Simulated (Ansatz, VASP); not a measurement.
# Cross-check of Mn2Ge3 between VASP and Ansatz

Wanted: the spread between two codes on one cell, functional and k mesh. The cell is invented: As first built, before any earlier steps moved the atoms (in the runner's words): it takes the CeMn2Ge2 structure with some of its atoms replaced by other elements, volume scaled by an estimate. It may not be a known or stable phase. The cell is taken from a series of VASP runs on this material, whose earlier steps may have relaxed, scaled or displaced it; both programs get it as it stands.

Main program and level: Ansatz 0.2.0; plane waves, with VASP 6.6.1 beside it; relaxation of cell and atoms at PBE.

In doubt: warnings of the run leave room for a lower electronic state, so energies may not be the lowest and differences between runs may mislead.

## Step 1: Starting point

The structure is tetragonal, space group I4/mmm (No. 139). Conventional cell: a = 4.007 Å, b = 4.007 Å, c = 10.536 Å, α = 90.00°, β = 90.00°, γ = 90.00°. Ge has 4 Mn at 2.44 Å and 1 Ge at 2.48 Å nearest. Nearest to Ge lie 8 Ge at 3.09 Å. Mn has 4 Ge at 2.44 Å nearest. As first built, before any earlier steps moved the atoms (in the runner's words): sites of the CeMn2Ge2 structure (space group 139) filled with other elements, volume scaled by an estimate. Farther neighbours are not listed.

## Step 2: Ansatz: relaxation of cell and atoms, PBE

Ansatz runs on its default PAW (the set named soft_2) files.

The relaxed volume is the usual yardstick between codes: its relative difference is about their pressure difference at one cell divided by the bulk modulus.

The input, input.yaml:

```yaml
crystal:
  lattice:
    - [-2.0034324748, 2.0034324748, 5.2679955305]
    - [2.0034324748, -2.0034324748, 5.2679955305]
    - [2.0034324748, 2.0034324748, -5.2679955305]
  atoms:
    - { symbol: Ge, position: [0.6174962739, 0.6174962739, 0.0] }
    - { symbol: Ge, position: [0.3825037261, 0.3825037261, 0.0] }
    - { symbol: Ge, position: [0.0, 0.0, 0.0] }
    - { symbol: Mn, position: [0.75, 0.25, 0.5], spin: 4.0 }
    - { symbol: Mn, position: [0.25, 0.75, 0.5], spin: 4.0 }
hamiltonian:
  xc: pbe
  pseudopotentials: { kind: paw }
magnetization:
  spin_polarized: true
kpoints:
  mp_grid: { grid: [8, 8, 8] }
scf:
  occupations: { method: fermi_dirac, width: 0.05 }
relax:
  f_tol: 0.01
  max_steps: 60
  cell: { stress_tol: 0.05 }
output:
  forces: true
  stress: true
```

Launch:

```sh
ansatz run input.yaml --threads 4 --pin off --max-ram 9216MiB --backend cpu --events-out ev --progress --plain --runs-dir out
```

Numbers of over 12 decimals in the logs are rounded to 6 here.

The log of the run:

```text
basis.fft_grid_basis auto: the FFT boxes are laid along the combinations [[1, 0, 1], [0, 1, 1], [0, 0, 1]] of the cell's own vectors, 4.007, 4.007 and 5.982 Å long. The dense box has 27×27×40 points. Along the cell's own vectors, as sized, it would have 40×40×40, 2.19 times as many. Of the 16 symmetry operations that the crystal satisfies within crystal.symmetry.tolerance (time reversal apart; of a slab, those that k [...]
Engine: ansatz 0.2.0, x86_64-unknown-linux-gnu
Pseudopotentials: kind: paw
Pseudopotential: Ge, paw, valence charge 14, recommended cutoff 420 eV (normal), Ge.paw.azcp
Pseudopotential: Mn, paw, valence charge 15, recommended cutoff 420 eV (normal), Mn.paw.azcp
Functional definition: PBE
  parameter kappa = 0.804
  parameter beta = 0.066725
  exchange = pbe_x(kappa = kappa, mu = beta*pi^2/3)
  correlation = pbe_c(beta = beta)
Crystal: 5 atoms, lattice volume = 84.577 Å³
Basis set: ecut = 420 eV, 1637 PW (Γ), FFT grids on a1+a3, a2+a3, a3, exchange–correlation on 54×54×80 points (8 copies of the dense FFT grid, shifted against one another)
Bands: 48, of which v1, the nominal top of the filled ones, is band 36 counted from 1 (35 counted from 0)
Symmetry: 16 space group operations
Space group: I4/mmm (ITA 139), of the structure as read, at distance tolerance 4.4e-5 Å
Magnetic group: BNS 139.531 (UNI 1191), of the structure as read, at distance tolerance 4.4e-5 Å
k-points: 59 of 512
Non-local potential: Ge, projectors of the file, l = 0: 2, l = 1: 2, l = 2: 3, l = 3: 1
Non-local potential: Mn, projectors of the file, l = 0: 3, l = 1: 2, l = 2: 3, l = 3: 1
PAW form: soft (Blöchl's): semilocal exchange-correlation on the pseudo side does not see the compensation charge
PAW one-centre angular grid: Ge, 590 points (default); XC on 64 Gauss nodes
PAW one-centre angular grid: Mn, 590 points (default); XC on 64 Gauss nodes
Initial density: superposition of atomic densities (chi_scale 0.1, normalization cell)
Starting moments: Σ|m| = 8 μB on 2 of 5 sites
Initial wavefunctions: pseudopotential atomic-orbital guess
Functional: x = pbe(κ = 0.804, μ = 0.219515), c = pbe(β = 0.066725)
SCF iter   1: F=—  HF=-20679.794768 eV  |F-HF|=—  |Δ(HF+E_count)|=         —  Δρ=2.78e-2 (↑2.55e-2 ↓2.78e-2)  dr2=2.38e0  dr2_m=3.30e-1  M=6.577 μB ∫|m|=7.292 μB  β_m=0.30  ethr=3.10e-3  ⟨swp⟩=5.8  Hψ=18425  notcnv=0  defer=16
Mixer restart at iter 1: flushing history
preconditioner: auto → Kerker (q_TF=auto, 2.656 Å⁻¹)  [metal: Δε(μ)=0.013 eV  Ē_g=18.543 eV  σ=0.050 eV  W_gap=0.06  n_scr=32 (ndim 8)  ℏωp=30.2 eV  f_vac=0.000  D(μ)=2.95/eV (n_scr^D=24)]
spin=Collinear: Kerker preconditioning applied to the charge; magnetization (m = ρ↑ − ρ↓) channel mixes plain (no charge-response kernel on spin).
SCF iter   2: F=—  HF=-20680.194135 eV  |F-HF|=—  |Δ(HF+E_count)|=   3.99e-1  Δρ=2.63e-2 (↑1.68e-2 ↓2.63e-2)  dr2=2.06e0  dr2_m=2.22e-1  M=6.418 μB ∫|m|=7.187 μB  β_m=0.65  ethr=3.10e-3  ⟨swp⟩=1.4  Hψ=6715  notcnv=0  defer=82
SCF iter   3: F=—  HF=-20681.273968 eV  |F-HF|=—  |Δ(HF+E_count)|=    1.08e0  Δρ=1.90e-2 (↑1.61e-2 ↓1.90e-2)  dr2=8.43e-1  dr2_m=1.97e-1  M=5.891 μB ∫|m|=6.760 μB  β_m=0.40  ethr=2.86e-3  ⟨swp⟩=2.4  Hψ=7363  notcnv=0  defer=394
SCF iter   4: F=—  HF=-20681.320346 eV  |F-HF|=—  |Δ(HF+E_count)|=   4.64e-2  Δρ=1.25e-2 (↑1.25e-2 ↓9.30e-3)  dr2=2.12e-1  dr2_m=7.68e-2  M=5.619 μB ∫|m|=6.459 μB  β_m=0.78  ethr=1.17e-3  ⟨swp⟩=2.3  Hψ=7697  notcnv=0  defer=369
SCF iter   5: F=—  HF=-20681.292276 eV  |F-HF|=—  |Δ(HF+E_count)|=         —  Δρ=1.01e-2 (↑1.01e-2 ↓2.26e-3)  dr2=9.98e-2  dr2_m=1.47e-2  M=5.366 μB ∫|m|=6.090 μB  β_m=0.78  ethr=2.95e-4  ⟨swp⟩=2.9  Hψ=8394  notcnv=0  defer=370
Mixer restart at iter 5: flushing history
SCF iter   6: F=—  HF=-20681.331401 eV  |F-HF|=—  |Δ(HF+E_count)|=   3.91e-2  Δρ=5.51e-3 (↑5.51e-3 ↓1.52e-3)  dr2=1.29e-2  dr2_m=6.09e-3  M=5.451 μB ∫|m|=6.181 μB  β_m=0.65  ethr=1.39e-4  ⟨swp⟩=2.6  Hψ=11936  notcnv=0  defer=356
SCF iter   7: F=—  HF=-20681.317734 eV  |F-HF|=—  |Δ(HF+E_count)|=   1.37e-2  Δρ=1.85e-3 (↑1.85e-3 ↓1.17e-3)  dr2=1.09e-2  dr2_m=1.63e-4  M=5.418 μB ∫|m|=6.137 μB  β_m=0.77  ethr=1.79e-5  ⟨swp⟩=2.1  Hψ=10877  notcnv=0  defer=353
SCF iter   8: F=—  HF=-20681.317936 eV  |F-HF|=—  |Δ(HF+E_count)|=   2.02e-4  Δρ=9.90e-4 (↑9.90e-4 ↓4.90e-4)  dr2=9.79e-4  dr2_m=5.76e-5  M=5.430 μB ∫|m|=6.151 μB  β_m=0.82  ethr=1.52e-5  ⟨swp⟩=2.0  Hψ=7845  notcnv=0  defer=353
SCF iter   9: F=—  HF=-20681.317917 eV  |F-HF|=—  |Δ(HF+E_count)|=   1.88e-5  Δρ=2.99e-4 (↑2.43e-4 ↓2.99e-4)  dr2=1.51e-4  dr2_m=1.98e-6  M=5.422 μB ∫|m|=6.141 μB  β_m=0.79  ethr=1.36e-6  ⟨swp⟩=2.1  Hψ=9862  notcnv=0  defer=353
SCF iter  10: F=—  HF=-20681.317921 eV  |F-HF|=—  |Δ(HF+E_count)|=   3.34e-6  Δρ=1.70e-4 (↑5.65e-5 ↓1.70e-4)  dr2=2.05e-5  dr2_m=7.03e-6  M=5.419 μB ∫|m|=6.137 μB  β_m=0.90  ethr=2.10e-7  ⟨swp⟩=2.0  Hψ=8986  notcnv=0  defer=353
SCF iter  11: F=—  HF=-20681.317929 eV  |F-HF|=—  |Δ(HF+E_count)|=   7.68e-6  Δρ=6.98e-5 (↑2.38e-5 ↓6.98e-5)  dr2=8.87e-6  dr2_m=5.95e-7  M=5.417 μB ∫|m|=6.135 μB  β_m=0.95  ethr=2.84e-8  ⟨swp⟩=2.1  Hψ=8066  notcnv=0  defer=353
SCF iter  12: F=—  HF=-20681.317929 eV  |F-HF|=—  |Δ(HF+E_count)|=   3.01e-7  Δρ=1.92e-5 (↑1.92e-5 ↓8.83e-6)  dr2=6.79e-7  dr2_m=2.96e-8  M=5.416 μB ∫|m|=6.134 μB  β_m=0.88  ethr=1.23e-8  ⟨swp⟩=2.0  Hψ=8537  notcnv=0  defer=353
SCF iter  13: F=—  HF=-20681.317929 eV  |F-HF|=—  |Δ(HF+E_count)|=   1.04e-7  Δρ=6.17e-6 (↑6.02e-6 ↓6.17e-6)  dr2=4.63e-8  dr2_m=2.05e-8  M=5.416 μB ∫|m|=6.134 μB  β_m=0.77  ethr=9.42e-10  ⟨swp⟩=2.0  Hψ=8963  notcnv=0  defer=353
SCF iter  14: F=-20681.317929 eV  HF=-20681.317929 eV  |F-HF|=9.34e-9  |Δ(HF+E_count)|=   1.26e-8  Δρ=2.19e-6 (↑2.19e-6 ↓1.91e-6)  dr2=1.97e-8  dr2_m=9.77e-10  M=5.416 μB ∫|m|=6.134 μB  ethr=6.43e-11  ⟨swp⟩=2.0  Hψ=17163  notcnv=0
SCF 1 converged in 14 iterations: F = -20681.317929 eV  dr2 = 1.97e-8
  greatest PAW one-centre occupation: 1.001 electrons in one spin orbital (limit 2), on the Mn atom at site 4 (counted from 0), in its partial waves of l = 1
relax step   1: F+E_penalty+E_count = -20681.31792871 eV  Δ(F+E_penalty+E_count) = +0.000e0 eV  max|allowed force component| = 6.074e-2 eV/Å  Δτ_max = 0.0000 Å  P = +0.793 GPa  Ω = 84.577 Å³  (14 SCF iters, dr2 threshold 1.00e-7 eV, accepted)
[...]
relax step   2: F+E_penalty+E_count = -20681.31962778 eV  Δ(F+E_penalty+E_count) = -1.699e-3 eV  max|allowed force component| = 3.940e-2 eV/Å  Δτ_max = 0.0006 Å  P = +0.250 GPa  Ω = 85.122 Å³  energy of the carried Pulay correction = -1.452e-4 eV  (9 SCF iters, dr2 threshold 5.00e-7 eV, accepted)
[...]
relax step   3: F+E_penalty+E_count = -20681.31987524 eV  Δ(F+E_penalty+E_count) = -2.475e-4 eV  max|allowed force component| = 6.702e-3 eV/Å  Δτ_max = 0.0022 Å  P = -0.003 GPa  Ω = 85.358 Å³  energy of the carried Pulay correction = -2.078e-4 eV  (9 SCF iters, dr2 threshold 2.26e-7 eV, accepted)
[...]
relax step   4: F+E_penalty+E_count = -20681.32008581 eV  Δ(F+E_penalty+E_count) = -2.106e-4 eV  max|allowed force component| = 6.716e-3 eV/Å  Δτ_max = 0.0000 Å  P = -0.003 GPa  Ω = 85.358 Å³  stress off target by 2.67e-2 GPa  SCF on the basis re-selected at this cell (its energy is not comparable with the rows above)  (9 SCF iters)
basis re-selected at this cell: Δ(F+E_penalty+E_count) = -2.106e-4 eV, ΔP = -0.001 GPa vs the last step (what re-selecting the basis moved, of the pressure what is left beyond the Pulay correction that the steps carried, after the strain that the cell walked since its last selection, with what the two solves' SCF thresholds leave and, on support functions, any second-order correction that the steps lacked; it is no measure of the basis error at this ecutwfc). The dense FFT grid was sized anew with the basis: this SCF ran on 27×27×45 points, the steps before it on 27×27×40, so part of this shift can come from that change (see relax.cell in the input reference). [rest of the remark cut]
WARN: an SCF from antiferromagnetic starting moments (0.00, 0.00, 0.00, -4.00, 4.00 Bohr magnetons, atom by atom) was not made, by what the run has read of turns of its moments that order reads lower: the deck asks for what bars it, or types moments that do (magnetization.spin_polarized, in the input reference, names some of the keys), or the run goes by scf.lower_state_search: light, the default, which as a rule tries one only behind a close that has lost an order of both signs, or on which an open d or half-filled 4f shell of a PAW file has lost a moment that was set nearer to Hund's than to what is left; [rest of the remark cut]
SCF converged after 9 iterations
Magnetization: 5.4758 μB (38.7379 up, 33.2621 down)
Absolute magnetization: 6.2172 μB (∫|ρ↑−ρ↓|, with the PAW one-centre terms)
Spin contamination: 0.2724 ħ² per cell (⟨S²⟩ above its minimum at these occupations)
Per-site moments (μB) at R_I (Å): [(-0.091632, 1.010994), (-0.091632, 1.010994), (0.014873, 1.278474), (2.691691, 1.010994), (2.691691, 1.010994)]
Free energy (F): -20681.320086 eV
Harris-Foulkes:  -20681.320086 eV  (|F-HF|=7.28e-12)
Internal energy: -20681.298083 eV  (E = F + TS)
E sigma→0 (E₀):  -20681.309084 eV
Entropy (-TS):   -0.022003 eV (-4.401 meV/atom)
Fermi energy:    12.201958 eV
--- Per-component energies (eV) ---
  E_band       = -841.995392
  E_kinetic    = 942.945724
  E_local      = -10817.360996  (includes V_loc(G=0)·N_el)
  E_nonlocal   = 1740.803377
  E_hartree    = 4654.860765
  E_xc         = -453.404636
  E_vxc        = -483.773287  (∫ρ·V_xc dr)
  E_paw        = -8659.313827  (= ΣΔE_a)
  E_vpaw       = -1534.332503  (= ΣTr[D̂ρ^β])
  E_aug_tail   = 0.000928  (compensation charges beyond the density's cutoff)
  E_ewald      = -8089.829418
  E_smearing   = -0.022003  (= −TS)
  E_closure    = 0.000000  (closes the sum)
  Σ components = -20681.320086   (vs F -20681.320086, Δ=0.00e0)
--- Forces (eV/Å), atoms counted from 1 ---
  atom   1  Ge     0.00000000     0.00000000    -0.00671560
  atom   2  Ge    -0.00000000    -0.00000000     0.00671560
  atom   3  Ge     0.00000000     0.00000000     0.00000000
  atom   4  Mn    -0.00000000     0.00000000     0.00000000
  atom   5  Mn    -0.00000000    -0.00000000     0.00000000
  max |Σ_I F_I| component: 5.20e-18 eV/Å
--- Stress (GPa, compression-positive) ---
       -0.018428       0.000000      -0.000000
        0.000000      -0.018428       0.000000
        0.000000       0.000000       0.026694
  P = ⅓ Tr σ = -0.0034 GPa (-0.034 kbar)
--- Relaxed structure (3 steps of the walk, 3 accepted, 1 SCFs on fresh bases) ---
  F+E_penalty+E_count = -20681.32008581 eV   max|allowed force component| = 6.716e-3 eV/Å   (the final SCF, on the basis selected at the relaxed cell)
  cell:  # Å, volume = 85.3578 Å³
    - [-2.008356, 2.008356, 5.290563]
    - [2.008356, -2.008356, 5.290563]
    - [2.008356, 2.008356, -5.290563]
  atoms:
    - { symbol: Ge, position: [0.617238, 0.617238, 0] }
    - { symbol: Ge, position: [0.382762, 0.382762, 0] }
    - { symbol: Ge, position: [0, 0, 0] }
    - { symbol: Mn, position: [0.750000, 0.250000, 0.500000] }
    - { symbol: Mn, position: [0.250000, 0.750000, 0.500000] }
```

Elapsed: 17 s, on 4 threads of Intel Xeon 6975P-C (Granite Rapids), shared host; peak memory 0.74 GiB; 63 s of CPU time.

[end of part 1 of 2]

[Lines on the potential files, build, host, timing and source positions are cut from VASP's logs without a mark.]

[Logs are printed without paths, hosts, clocks, repeated set-up lines and the standing remarks that a program may print on its own settings, such as how far it seeks lower states.]

[Hosts, paths, dates, database ids (printed as entryN), source tags and the programs' standing remarks are cut or masked in the printed files.]
